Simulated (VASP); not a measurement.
These are PBE GGA, VASP's PBE PAW potentials (set 64) (plane waves; VASP 6.6.1) values and carry that method's errors.

VASP input:

INCAR:
```
! general
SYSTEM   =  Te
PREC     =  Accurate
ENCUT    =  300
LREAL    =  .FALSE.
LASPH    =  .TRUE.

! electronic loop
EDIFF    =  1E-6   ! SCF stop (eV)
NELM     =  100   ! most electronic steps
ALGO     =  Normal
LMAXMIX  =  4

! smearing
ISMEAR   =  -1   ! Fermi-Dirac
SIGMA    =  0.1

! functional
GGA      =  PE   ! PBE

! ions
ISIF     =  2

! output
LWAVE    =  .FALSE.
LCHARG   =  .FALSE.
```

**POSCAR**
```
Te
1
    3.3932450000     0.0000000000     0.0000000000
   -1.6966220000     2.9386370000     0.0000000000
    0.0000000000     0.0000000000     5.5092520000
Te
2
Direct
  0.3333330000   0.6666670000   0.2500000000
  0.6666670000   0.3333330000   0.7500000000
```

### KPOINTS
```
Regular mesh
0
Gamma
4 4 3
0 0 0
```

POTCAR, in this order: Te (PBE.64 set). Program: vasp_std.

What VASP printed:

### OSZICAR
```
       N       E                     dE             d eps       ncg     rms          rms(c)
DAV:   1     0.352210012302E+02    0.35221E+02   -0.34279E+03   160   0.629E+02
DAV:   2    -0.415209688973E+01   -0.39373E+02   -0.37867E+02   234   0.114E+02
DAV:   3    -0.572815902796E+01   -0.15761E+01   -0.15660E+01   184   0.271E+01
DAV:   4    -0.574366540611E+01   -0.15506E-01   -0.15504E-01   184   0.323E+00
DAV:   5    -0.574389782125E+01   -0.23242E-03   -0.23241E-03   176   0.398E-01    0.105E+01
DAV:   6    -0.573983226620E+01    0.40656E-02   -0.53766E-03   180   0.495E-01    0.649E+00
DAV:   7    -0.573886757182E+01    0.96469E-03   -0.11793E-02   164   0.733E-01    0.265E-01
DAV:   8    -0.573882194477E+01    0.45627E-04   -0.34055E-04   178   0.138E-01    0.678E-02
DAV:   9    -0.573881960264E+01    0.23421E-05   -0.89983E-06   182   0.243E-02    0.297E-02
DAV:  10    -0.573881775959E+01    0.18431E-05   -0.12970E-06   114   0.801E-03    0.255E-02
DAV:  11    -0.573881695488E+01    0.80470E-06   -0.15904E-07    94   0.378E-03
   1 F= -.57388170E+01 E0= -.57210523E+01  d E =-.355294E-01
```

File OUTCAR:
```
------------------------ aborting loop because EDIFF is reached ----------------------------------------
  FORCE on cell =-STRESS in cart. coord.  units (eV):
  Direction    XX          YY          ZZ          XY          YZ          ZX
  --------------------------------------------------------------------------------------
  Total       -0.1440368     -0.1440368      1.7772234     -0.0000000     -0.0000000      0.0000000
  in kB       -4.2007817     -4.2007835     51.8320993     -0.0000007     -0.0000000      0.0000000
  external PRESSURE =      14.4768447 kB  Pullay stress =       0.0000000 kB
  volume of cell :       54.94
      direct lattice vectors                 reciprocal lattice vectors
     3.393245000  0.000000000  0.000000000     0.294703153  0.170146858  0.000000000
    -1.696622000  2.938637000  0.000000000     0.000000000  0.340293816  0.000000000
     0.000000000  0.000000000  5.509252000     0.000000000  0.000000000  0.181512844
 POSITION                                       TOTAL-FORCE (eV/Angst)
 -----------------------------------------------------------------------------------
     -0.00000      1.95909      1.37731        -0.000000      0.000000      0.000000
      1.69662      0.97954      4.13194         0.000000     -0.000000      0.000000
 -----------------------------------------------------------------------------------
    total drift:                               -0.000191      0.000095      0.000007
  FREE ENERGIE OF THE ION-ELECTRON SYSTEM (eV)
  ---------------------------------------------------
  free  energy   TOTEN  =        -5.7388169549 eV

  energy  without entropy=       -5.7032876042  energy(sigma->0) =       -5.72105228
```
(Selected blocks of OUTCAR.)

The structure was generated: Te was put into an ordered model structure, which need not be its known phase. The cell was not relaxed at this level. The k-mesh is coarse (spacing up to 0.53 per Å, 2π included), so the numbers may not be converged in it. The run is one of a series of settings (KPOINTS 4×4×3 Γ-centred mesh against the base run), some of them coarse on purpose.
